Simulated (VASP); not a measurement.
Consider the following.

```
CELL_PARAMETERS angstrom
      1.96195    -4.89471     0.00000
      1.96195     4.89471     0.00000
      0.00000     0.00000     5.48833
ATOMIC_POSITIONS crystal
  Sc 0.68802 0.31198 0.75000
  Sc 0.31198 0.68802 0.25000
  Al 0.00000 0.00000 0.00000
  Al 0.00000 0.00000 0.50000
  Ge 0.38453 0.61547 0.75000
  Ge 0.61547 0.38453 0.25000
```

Level of theory: PBEsol GGA with spin-orbit coupling, VASP's PBE PAW potentials (set 64) (plane waves; VASP). Run with 400 eV cut-off, 8×8×5 Γ-centred mesh, Gaussian smearing of 0.050 eV, potentials Sc_sv Al Ge_d.

Q: Give the energies of bands 49 to 62 at the high-symmetry points, in eV from the Fermi level.

A: 
```tsv
band	Γ	Y	C0	Z	A0	T	S	R
49	-1.85	-2.23	-2.98	-2.13	-1.52	-1.63	-2.75	-2.51
50	-1.85	-2.23	-2.98	-2.13	-1.52	-1.63	-2.75	-2.51
51	-1.57	-0.99	-2.52	-2.13	-1.49	-1.63	-2.06	-2.51
52	-1.57	-0.99	-2.52	-2.13	-1.49	-1.63	-2.06	-2.51
53	-1.43	-0.34	-1.64	-0.97	-1.17	-0.18	-1.79	-0.97
54	-1.43	-0.34	-1.64	-0.97	-1.17	-0.18	-1.79	-0.97
55	-0.97	0.38	-0.89	-0.97	-1.14	-0.18	-0.96	-0.97
56	-0.97	0.38	-0.89	-0.97	-1.14	-0.18	-0.96	-0.97
57	0.42	0.95	0.04	1.20	0.90	0.89	-0.34	1.11
58	0.42	0.95	0.04	1.20	0.90	0.89	-0.34	1.11
59	0.85	1.00	0.50	1.20	0.92	0.89	0.49	1.11
60	0.85	1.00	0.50	1.20	0.92	0.89	0.49	1.11
61	1.84	1.66	2.28	1.50	1.72	1.29	2.09	1.91
62	1.84	1.66	2.29	1.50	1.72	1.29	2.09	1.91
```

It has no gap at this level: it comes out as a metal or semimetal.

The structure comes from a computed database's ScAlGe entry (Cmcm); how it stands against other phases isn't given here. It was relaxed first.
